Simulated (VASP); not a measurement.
# SiHg2 (Fm-3m): band edges, masses and strain

Wanted: where the band edges of SiHg2 lie, how heavy the carriers are and how strain moves the gap. The cell is generated by rule, not measured, and may not be a known phase.

Program: VASP 6.6.1. Level of theory: PBEsol; plane waves and PAW (Si, Hg), in the first sound run; inputs show where later runs differ. Results are calculated unless marked as measured.

Most raw output is cut from this account.

The structure was built from a prototype and need not be the compound's stable phase.

## 1. The structure

The structure is cubic, space group Fm-3m (No. 225). Conventional cell: a = 5.852 Å, b = 5.852 Å, c = 5.852 Å, α = 90.00°, β = 90.00°, γ = 90.00°. Nearest to Si lie 8 Hg at 2.53 Å. Nearest to Hg lie 4 Si at 2.53 Å. Farther neighbours are not listed.

Structure file:

```cif
data_structure
_symmetry_space_group_name_H-M 'Fm-3m'
_symmetry_Int_Tables_number 225
_cell_length_a 5.8516
_cell_length_b 5.8516
_cell_length_c 5.8516
_cell_angle_alpha 90.000
_cell_angle_beta 90.000
_cell_angle_gamma 90.000
_cell_volume 200.36
loop_
_atom_site_label
_atom_site_type_symbol
_atom_site_symmetry_multiplicity
_atom_site_Wyckoff_symbol
_atom_site_fract_x
_atom_site_fract_y
_atom_site_fract_z
_atom_site_occupancy
Si1 Si 4 a 0.00000 0.00000 0.00000 1
Hg1 Hg 8 c 0.25000 0.75000 0.75000 1
```

## 2. Relaxation of the atoms

The cell is kept as given; the atoms are relaxed first, so that no residual force shifts the band edges.

Input file INCAR:

```
SYSTEM = SiHg2
PREC = Accurate
ENCUT = 400
EDIFF = 1E-06
NELM = 100
ISMEAR = 0
SIGMA = 0.02
LREAL = .FALSE.
ALGO = Normal
GGA = PS
NBANDS = 20
LORBIT = 11
LWAVE = .FALSE.
LCHARG = .FALSE.
KPAR = 4
IBRION = 2
NSW = 40
ISIF = 2
EDIFFG = -0.005
```

Input file POSCAR:

```
SiHg2
1.0
    0.0000000000      2.9257800000      2.9257800000
    2.9257800000      0.0000000000      2.9257800000
    2.9257800000      2.9257800000      0.0000000000
Si Hg
1 2
Direct
    0.0000000000      0.0000000000      0.0000000000
    0.2500000000      0.2500000000      0.2500000000
    0.7500000000      0.7500000000      0.7500000000
```

Input file KPOINTS:

```
Automatic mesh
0
Gamma
8 8 8
0 0 0
```

PAW data sets: Si and Hg (PBE family, release 64).

Started as:

```
$ mpirun -np 4 vasp_std
```

Run time: 11 s. Hardware: 4 MPI ranks of Intel Xeon Platinum 8259CL at 2.50GHz (Skylake/Cascade Lake), shared host; peak memory 0.62 GiB.

The PAW data sets were made with PBE, which is usual practice but a small mismatch for other functionals. The run keeps the 48 symmetry operations of its start, so it cannot find a distortion of lower symmetry.

The forces vanish from the start, and no atom moves.

Numbers from this step:

| Quantity | Value |
| --- | --- |
| SCF cycles | 12 |
| electrons | 28 |
| bands | 20 |
| irreducible k-points | 29 |
| symmetry operations | 48 |
| free energy (TOTEN) | -4.550 eV |
| energy at zero smearing | -4.550 eV |
| Fermi energy | 7.392 eV |
| pressure | 39.07 GPa |
| metallic | yes |

## 3. Bands on a dense mesh

A dense even mesh and a path are solved together, since either alone can miss a band edge.

Changes to INCAR since step 2:

```diff
@@ -10,3 +10,3 @@
 GGA = PS
-NBANDS = 20
+NBANDS = 27
 LORBIT = 11
@@ -15,5 +15,2 @@
 KPAR = 4
-IBRION = 2
-NSW = 40
 ISIF = 2
-EDIFFG = -0.005
```

POSCAR is that of step 2.

Input file KPOINTS:

```
Automatic mesh
0
Gamma
12 12 12
0 0 0
```

Input file KPOINTS_OPT:

```
Line mode
24
Line-mode
Reciprocal
  0.00000000   0.00000000   0.00000000 GAMMA
  0.50000000   0.00000000   0.50000000 X

  0.50000000   0.00000000   0.50000000 X
  0.50000000   0.25000000   0.75000000 W

  0.50000000   0.25000000   0.75000000 W
  0.37500000   0.37500000   0.75000000 K

  0.37500000   0.37500000   0.75000000 K
  0.00000000   0.00000000   0.00000000 GAMMA

  0.00000000   0.00000000   0.00000000 GAMMA
  0.50000000   0.50000000   0.50000000 L

  0.50000000   0.50000000   0.50000000 L
  0.62500000   0.25000000   0.62500000 U

  0.62500000   0.25000000   0.62500000 U
  0.50000000   0.25000000   0.75000000 W

  0.50000000   0.25000000   0.75000000 W
  0.50000000   0.50000000   0.50000000 L

  0.50000000   0.50000000   0.50000000 L
  0.37500000   0.37500000   0.75000000 K

  0.62500000   0.25000000   0.62500000 U
  0.50000000   0.00000000   0.50000000 X
```

Started as:

```
$ mpirun -np 4 vasp_std
```

It took 62 s on 4 MPI ranks; peak memory 0.89 GiB; 4 min of CPU time.

This step gave:

```yaml
scf_cycles: 13
bands: 27
irreducible_k_points: 72
fermi_energy: 7.321 eV
pressure: 39.08 GPa
```

The electronic bands at the labelled points (eV, zero at the Fermi level; # counts the bands kept):

| point | #7 | #8 | #9 | #10 | #11 | #12 | #13 | #14 |
| --- | --- | --- | --- | --- | --- | --- | --- | --- |
| Γ | -6.85 | 0.59 | 1.14 | 1.14 | 1.14 | 1.78 | 1.78 | 1.78 |
| 0.48 of the way | -6.88 | -1.89 | -1.81 | -1.81 | -1.13 | 2.48 | 4.89 | 4.89 |
| X | -6.91 | -5.46 | -3.90 | -3.90 | -1.76 | 2.01 | 7.80 | 8.31 |
| 0.52 of the way | -6.96 | -5.40 | -4.79 | -4.47 | 0.24 | 2.89 | 5.97 | 6.72 |
| W | -6.24 | -5.24 | -5.24 | -5.18 | 3.09 | 3.09 | 4.60 | 4.82 |
| 0.52 of the way | -6.51 | -6.03 | -5.32 | -3.70 | 1.14 | 4.13 | 4.74 | 5.91 |
| K | -6.74 | -6.34 | -5.34 | -2.68 | -0.04 | 4.03 | 5.72 | 6.82 |
| 0.48 of the way | -7.71 | -3.93 | -3.19 | 0.27 | 1.09 | 3.12 | 3.92 | 4.18 |
| Γ | -6.85 | 0.59 | 1.14 | 1.14 | 1.14 | 1.78 | 1.78 | 1.78 |
| 0.48 of the way | -7.51 | -3.90 | 0.12 | 0.41 | 0.41 | 2.92 | 2.92 | 4.03 |
| L | -8.31 | -7.81 | -0.22 | 0.09 | 0.09 | 3.09 | 3.09 | 4.88 |
| 0.48 of the way | -7.75 | -7.31 | -2.79 | -1.14 | 0.74 | 3.35 | 4.65 | 6.37 |
| U | -6.74 | -6.34 | -5.34 | -2.68 | -0.04 | 4.03 | 5.72 | 6.82 |
| 0.48 of the way | -6.51 | -6.03 | -5.32 | -3.70 | 1.14 | 4.13 | 4.74 | 5.91 |
| W | -6.24 | -5.24 | -5.24 | -5.18 | 3.09 | 3.09 | 4.60 | 4.82 |
| 0.48 of the way | -7.26 | -7.18 | -3.30 | -2.27 | 1.82 | 2.63 | 5.64 | 6.05 |
| L | -8.31 | -7.81 | -0.22 | 0.09 | 0.09 | 3.09 | 3.09 | 4.88 |
| 0.52 of the way | -7.68 | -7.22 | -3.06 | -1.30 | 0.67 | 3.54 | 4.86 | 6.17 |
| K | -6.74 | -6.34 | -5.34 | -2.68 | -0.04 | 4.03 | 5.72 | 6.82 |
| jump to U | -6.74 | -6.34 | -5.34 | -2.68 | -0.04 | 4.03 | 5.72 | 6.82 |
| 0.52 of the way | -7.18 | -5.43 | -4.94 | -3.56 | -0.93 | 2.45 | 7.15 | 7.44 |
| X | -6.91 | -5.46 | -3.90 | -3.90 | -1.76 | 2.01 | 7.80 | 8.31 |

Of the projections kept (Si, Hg), the largest for each band there; the rest of the weight can lie on other orbitals:

| point | #7 | #8 | #9 | #10 | #11 | #12 | #13 | #14 |
| --- | --- | --- | --- | --- | --- | --- | --- | --- |
| Γ | Hg 1.00 | Si 0.74 | Hg 1.00 | Hg 1.00 | Hg 1.00 | Si 0.53 | Si 0.53 | Si 0.53 |
| X | Hg 1.00 | Hg 0.94 | Hg 0.68 | Hg 0.68 | Hg 1.00 | Hg 0.68 | - | Si 0.71 |
| W | Hg 0.79 | Hg 0.93 | Hg 0.93 | Hg 0.68 | Hg 0.79 | Hg 0.79 | Hg 0.66 | Hg 0.57 |
| K | Hg 0.87 | Hg 0.76 | Hg 0.94 | Hg 0.70 | Hg 0.88 | Hg 0.67 | Hg 0.61 | Hg 0.63 |
| Γ | Hg 1.00 | Si 0.74 | Hg 1.00 | Hg 1.00 | Hg 1.00 | Si 0.53 | Si 0.53 | Si 0.53 |
| L | Hg 0.93 | Hg 0.98 | Hg 0.65 | Hg 0.61 | Hg 0.61 | Hg 1.00 | Hg 1.00 | Hg 1.00 |

At 39.1 GPa the cell is away from the equilibrium volume of this level: left free, it would expand.

## 4. Bands with spin-orbit coupling

This step: PBEsol, spin-orbit coupling; plane waves and PAW (Si, Hg); invented cell (VASP 6.6.1).

Spin-orbit coupling can split and shift the band edges, more so for heavy elements, so the bands are solved again with spinors.

Changes to INCAR since step 3:

```diff
@@ -10,3 +10,8 @@
 GGA = PS
-NBANDS = 27
+LNONCOLLINEAR = .TRUE.
+MAGMOM = 0 0 0 0 0 0 0 0 0
+NBANDS = 40
+GGA_COMPAT = .FALSE.
+LASPH = .TRUE.
+LSORBIT = .TRUE.
 LORBIT = 11
```

POSCAR is that of step 3.

Input file KPOINTS:

```
Automatic mesh
0
Gamma
8 8 8
0 0 0
```

Changes to KPOINTS_OPT since step 3:

```diff
@@ -1,3 +1,3 @@
 Line mode
-24
+16
 Line-mode
```

Started as:

```
$ mpirun -np 4 vasp_ncl
```

It took 2.8 min on 4 MPI ranks; peak memory 1.2 GiB; 11 min of CPU time.

LASPH is on here and off in the session's scalar semilocal runs, so a comparison with those holds both changes.

Numbers from this step:

| Quantity | Value |
| --- | --- |
| bands | 40 |
| irreducible k-points | 29 |
| free energy (TOTEN) | -5.231 eV |
| Fermi energy | 7.343 eV |
| pressure | 38.04 GPa |

The spin moment in the PAW sphere vanishes on all atoms.

On-site spin-orbit energy by atom:

| atom | on-site spin-orbit energy (eV) |
| --- | --- |
| Si1 | 0.000 |
| Hg2 | -0.696 |
| Hg3 | -0.696 |

Electronic bands along the path, in eV, zero at the Fermi level; # counts the bands kept:

| point | #13 | #14 | #15 | #16 | #17 | #18 | #19 | #20 |
| --- | --- | --- | --- | --- | --- | --- | --- | --- |
| Γ | -0.21 | -0.21 | 0.55 | 0.55 | 1.58 | 1.58 | 1.73 | 1.73 |
| 0.47 of the way | -2.23 | -2.23 | -1.83 | -1.83 | -1.35 | -1.35 | -1.11 | -1.11 |
| X | -5.37 | -5.37 | -4.31 | -4.31 | -3.60 | -3.60 | -1.76 | -1.76 |
| 0.47 of the way | -5.34 | -5.34 | -4.76 | -4.76 | -4.33 | -4.33 | -0.10 | -0.10 |
| W | -5.29 | -5.29 | -5.22 | -5.22 | -5.03 | -5.03 | 2.99 | 2.99 |
| 0.53 of the way | -6.03 | -6.03 | -5.22 | -5.22 | -3.68 | -3.68 | 1.05 | 1.05 |
| K | -6.36 | -6.36 | -5.23 | -5.23 | -2.72 | -2.72 | -0.07 | -0.07 |
| 0.47 of the way | -4.02 | -4.02 | -3.29 | -3.29 | 0.14 | 0.14 | 0.98 | 0.98 |
| Γ | -0.21 | -0.21 | 0.55 | 0.55 | 1.58 | 1.58 | 1.73 | 1.73 |
| 0.47 of the way | -3.81 | -3.81 | 0.01 | 0.01 | 0.31 | 0.31 | 0.49 | 0.49 |
| L | -7.50 | -7.50 | -0.24 | -0.24 | 0.04 | 0.04 | 0.05 | 0.05 |
| 0.53 of the way | -7.01 | -7.01 | -3.15 | -3.15 | -1.39 | -1.39 | 0.60 | 0.60 |
| U | -6.36 | -6.36 | -5.23 | -5.23 | -2.72 | -2.72 | -0.07 | -0.07 |
| 0.53 of the way | -5.94 | -5.94 | -5.22 | -5.22 | -3.88 | -3.88 | 1.30 | 1.30 |
| W | -5.29 | -5.29 | -5.22 | -5.22 | -5.03 | -5.03 | 2.99 | 2.99 |
| 0.47 of the way | -6.93 | -6.93 | -3.38 | -3.38 | -2.37 | -2.37 | 1.76 | 1.76 |
| L | -7.50 | -7.50 | -0.24 | -0.24 | 0.04 | 0.04 | 0.05 | 0.05 |
| 0.53 of the way | -7.01 | -7.01 | -3.15 | -3.15 | -1.39 | -1.39 | 0.60 | 0.60 |
| K | -6.36 | -6.36 | -5.23 | -5.23 | -2.72 | -2.72 | -0.07 | -0.07 |
| jump to U | -6.36 | -6.36 | -5.23 | -5.23 | -2.72 | -2.72 | -0.07 | -0.07 |
| 0.53 of the way | -5.37 | -5.37 | -4.95 | -4.95 | -3.58 | -3.58 | -0.96 | -0.96 |
| X | -5.37 | -5.37 | -4.31 | -4.31 | -3.60 | -3.60 | -1.76 | -1.76 |

Of the projections kept (Si, Hg), the largest for each band there; the rest of the weight can lie on other orbitals:

| point | #13 | #14 | #15 | #16 | #17 | #18 | #19 | #20 |
| --- | --- | --- | --- | --- | --- | --- | --- | --- |
| Γ | Hg 1.00 | Hg 1.00 | Si 0.73 | Si 0.73 | Hg 0.51 | Hg 0.51 | Hg 1.00 | Hg 1.00 |
| X | Hg 0.94 | Hg 0.94 | Hg 0.72 | Hg 0.72 | Hg 0.66 | Hg 0.66 | Hg 1.00 | Hg 1.00 |
| W | Hg 0.74 | Hg 0.74 | Hg 0.93 | Hg 0.93 | Hg 0.93 | Hg 0.93 | Hg 0.79 | Hg 0.79 |
| K | Hg 0.78 | Hg 0.78 | Hg 0.94 | Hg 0.94 | Hg 0.72 | Hg 0.72 | Hg 0.88 | Hg 0.88 |
| Γ | Hg 1.00 | Hg 1.00 | Si 0.73 | Si 0.73 | Hg 0.51 | Hg 0.51 | Hg 1.00 | Hg 1.00 |
| L | Hg 0.99 | Hg 0.99 | Hg 0.65 | Hg 0.65 | Hg 0.57 | Hg 0.57 | Hg 0.65 | Hg 0.65 |

## 5. Orbitals for bands with HSE06

This step: PBE; plane waves and PAW (Si, Hg); invented cell (VASP 6.6.1).

The hybrid starts from PBE orbitals, which saves many expensive cycles.

Input file INCAR:

```
SYSTEM = SiHg2
PREC = Accurate
ENCUT = 400
EDIFF = 1E-05
NELM = 100
ISMEAR = 0
SIGMA = 0.02
LREAL = .FALSE.
ALGO = Normal
GGA = PE
NBANDS = 20
LORBIT = 11
LWAVE = .TRUE.
LCHARG = .FALSE.
KPAR = 4
```

POSCAR is that of step 4.

Input file KPOINTS:

```
Automatic mesh
0
Gamma
4 4 4
0 0 0
```

Started as:

```
$ mpirun -np 4 vasp_std
```

Wall time 6 s (4 MPI ranks); peak memory 0.57 GiB; 22 s of CPU time.

The k-mesh is coarse for a metal.

Numbers from this step:

```
SCF cycles              : 11
bands                   : 20
irreducible k-points    : 8
free energy (TOTEN)     : -2.276 eV
energy at zero smearing : -2.275 eV
Fermi energy            : 7.624 eV
pressure                : 47.20 GPa
```

The run ends at a pressure of 47.20 GPa.

## 6. Bands with HSE06

This step: HSE06; plane waves and PAW (Si, Hg); invented cell (VASP 6.6.1).

A quarter of screened exact exchange corrects much of the semilocal gap error; its cost forces a coarser mesh.

Input file INCAR:

```
SYSTEM = SiHg2
PREC = Accurate
ENCUT = 400
EDIFF = 1E-06
NELM = 100
ISMEAR = 0
SIGMA = 0.02
LREAL = .FALSE.
ALGO = Normal
LHFCALC = .TRUE.
AEXX = 0.25
GGA = PE
HFSCREEN = 0.2
LASPH = .TRUE.
NBANDS = 20
PRECFOCK = Fast
LORBIT = 11
LWAVE = .FALSE.
LCHARG = .FALSE.
KPAR = 4
ISIF = 2
```

POSCAR is that of step 5.

KPOINTS is that of step 5.

Changes to KPOINTS_OPT since step 4:

```diff
@@ -1,3 +1,3 @@
 Line mode
-16
+8
 Line-mode
```

The WAVECAR or CHGCAR of an earlier step is read.

Started as:

```
$ mpirun -np 4 vasp_std
```

The job ended after 16 min (4 MPI ranks; peak memory 1.1 GiB; 63 min of CPU time).

The k-mesh is coarse for exact exchange; in a metal the Fermi energy and the levels can shift by several tenths of an eV on a finer one.

This step gave:

* SCF cycles: 24
* free energy (TOTEN): -3.412 eV
* energy at zero smearing: -3.412 eV
* Fermi energy: 7.645 eV
* pressure: 42.94 GPa

The electronic bands at the labelled points (eV, zero at the Fermi level; # counts the bands kept):

| point | #2 | #3 | #4 | #5 | #6 | #7 | #8 | #9 |
| --- | --- | --- | --- | --- | --- | --- | --- | --- |
| Γ | -8.54 | 0.90 | 1.05 | 1.07 | 1.10 | 1.64 | 1.69 | 1.72 |
| 0.43 of the way | -8.57 | -2.04 | -2.02 | -1.92 | -1.10 | 2.76 | 4.81 | 4.82 |
| X | -8.61 | -6.74 | -4.73 | -4.72 | -2.00 | 2.09 | 8.33 | 9.15 |
| 0.57 of the way | -8.18 | -6.64 | -5.87 | -5.43 | 0.49 | 3.22 | 6.20 | 6.98 |
| W | -7.57 | -6.41 | -6.41 | -6.03 | 3.33 | 3.35 | 4.94 | 5.09 |
| 0.57 of the way | -7.91 | -7.15 | -6.54 | -4.35 | 0.98 | 4.38 | 5.33 | 6.44 |
| K | -8.09 | -7.41 | -6.56 | -3.43 | -0.08 | 4.29 | 6.27 | 7.27 |
| 0.57 of the way | -9.09 | -3.86 | -3.12 | 0.46 | 1.32 | 3.01 | 3.22 | 4.18 |
| Γ | -8.54 | 0.90 | 1.05 | 1.07 | 1.10 | 1.64 | 1.69 | 1.72 |
| 0.43 of the way | -9.09 | -4.03 | 0.13 | 0.19 | 0.30 | 2.92 | 2.92 | 4.10 |
| L | -9.73 | -9.28 | -0.41 | -0.35 | -0.21 | 3.16 | 3.16 | 5.31 |
| 0.43 of the way | -9.19 | -8.88 | -3.16 | -1.55 | 0.85 | 3.35 | 4.60 | 7.13 |
| U | -8.09 | -7.41 | -6.56 | -3.43 | -0.08 | 4.29 | 6.27 | 7.27 |
| 0.43 of the way | -7.91 | -7.14 | -6.54 | -4.35 | 0.98 | 4.38 | 5.33 | 6.44 |
| W | -7.57 | -6.41 | -6.41 | -6.03 | 3.33 | 3.35 | 4.94 | 5.09 |
| 0.43 of the way | -8.54 | -8.38 | -4.45 | -3.30 | 2.11 | 2.81 | 6.24 | 6.30 |
| L | -9.73 | -9.28 | -0.41 | -0.35 | -0.21 | 3.16 | 3.16 | 5.31 |
| 0.57 of the way | -8.96 | -8.52 | -4.18 | -2.11 | 0.61 | 4.08 | 5.37 | 6.40 |
| K | -8.09 | -7.41 | -6.56 | -3.43 | -0.08 | 4.29 | 6.27 | 7.27 |
| jump to U | -8.09 | -7.41 | -6.56 | -3.43 | -0.08 | 4.29 | 6.27 | 7.27 |
| 0.57 of the way | -8.70 | -6.71 | -5.68 | -4.43 | -1.22 | 2.47 | 7.98 | 8.01 |
| X | -8.61 | -6.74 | -4.73 | -4.72 | -2.00 | 2.09 | 8.33 | 9.15 |

Of the projections kept (Si, Hg), the largest for each band there; the rest of the weight can lie on other orbitals:

| point | #2 | #3 | #4 | #5 | #6 | #7 | #8 | #9 |
| --- | --- | --- | --- | --- | --- | --- | --- | --- |
| Γ | Hg 1.00 | Si 0.74 | Hg 1.00 | Hg 1.00 | Hg 1.00 | Si 0.54 | Si 0.54 | Si 0.54 |
| X | Hg 1.00 | Hg 0.93 | Hg 0.67 | Hg 0.67 | Hg 1.00 | Hg 0.67 | - | Si 0.70 |
| W | Hg 0.77 | Hg 0.91 | Hg 0.91 | Hg 0.68 | Hg 0.81 | Hg 0.81 | Hg 0.66 | Hg 0.57 |
| K | Hg 0.84 | Hg 0.75 | Hg 0.93 | Hg 0.69 | Hg 0.89 | Hg 0.67 | Hg 0.62 | Hg 0.63 |
| Γ | Hg 1.00 | Si 0.74 | Hg 1.00 | Hg 1.00 | Hg 1.00 | Si 0.54 | Si 0.54 | Si 0.54 |
| L | Hg 0.90 | Hg 0.96 | Hg 0.60 | Hg 0.60 | Hg 0.65 | Hg 1.00 | Hg 1.00 | Hg 1.00 |

## 7. What came out

```yaml
gap_pbesol: none
gap_with_spin_orbit_coupling: none
gap_hse06_without_spin_orbit_coupling: none
```

**Reading.** At this level the bands overlap or touch. Masses were not obtained, since there is no gap at this level. The strain response was not obtained, since there is no gap at this level.

[Lines on the potential files, build, host, timing and source positions are cut from VASP's logs without a mark.]

[Logs are printed without paths, hosts, clocks, repeated set-up lines and the standing remarks that a program may print on its own settings, such as how far it seeks lower states.]

[Hosts, paths, dates, database ids (printed as entryN), source tags and the programs' standing remarks are cut or masked in the printed files.]

[In band tables of VASP the shares of atoms and orbitals are scaled to a sum of 1 inside the atoms' spheres.]

[Gaps and slopes under strain along one axis are those of the sampled path and mesh points; where strain splits equal valleys, another of them can be the edge.]
